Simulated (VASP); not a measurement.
Energy against volume of KMgF3 (cubic perovskite). Computed with PBE GGA with D4 dispersion, VASP's PBE PAW potentials (set 64) (plane waves; VASP). Numerical set-up: 520 eV cut-off, 6×6×6 Γ-centred mesh, Gaussian smearing of 0.050 eV, potentials K_sv Mg F.

| V (Å³/atom) | E (eV/atom) |
|---|---|
| 12.265 | -4.96121 |
| 12.656 | -4.97095 |
| 13.048 | -4.97453 |
| 13.439 | -4.97299 |

Fit these four points and predict the energy of the run at 13.830 Å³/atom.

A cubic in V^(−2/3), the third-order Birch-Murnaghan form, passes through the four points with V0 = 13.11 Å³/atom and B0 = 68 GPa, and gives -4.9672 eV/atom there. The run gave -4.9670 eV/atom, +0.2 meV/atom from the fit; all five points give B0 = 69 GPa.

The compound is KMgF3 in the cubic perovskite structure. It was relaxed first.
